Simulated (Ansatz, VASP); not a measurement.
**One calculation of Cu3Pd, two programs**

```xyz
4
Lattice="3.7466 0.0000 0.0000 0.0000 3.7466 0.0000 0.0000 0.0000 3.7466" Properties=species:S:1:pos:R:3 pbc="T T T"
Cu    0.0000    1.8733    1.8733
Cu    1.8733    0.0000    1.8733
Cu    1.8733    1.8733    0.0000
Pd    0.0000    0.0000    0.0000
```

Change from the starting cell: volume scaled by 1.02, crystal datasets.

Alike in both runs: task electric field gradients; functional PBEsol; k mesh 9 × 9 × 9; occupations fermi-dirac, width 0.05 eV; no spin polarisation.

|  | VASP | Ansatz |
| --- | --- | --- |
| version | VASP 6.6.1 | Ansatz 0.2.0 |
| potentials or method | VASP PAW PBE potentials, release 64 (Cu, Pd), cutoff 520 eV | all-electron PAW with datasets made for the crystal, scalar-relativistic |

Ansatz gave:

* pressure (GPa): -10.9
* Vzz of the field gradient on the site that differs most (V/Å²): 23.8

Task: Which values does VASP return?

Result: Pressure (GPa): -10.4; Vzz of the field gradient on the site that differs most (V/Å²): 24.5.

Ansatz ran all-electron here, so the differences hold the error of VASP's frozen core and of both bases. Ansatz warned: «gradients_without_spin_orbit».

Caveats: the PAW data sets were made with another functional, which shifts forces and pressure a little (VASP).
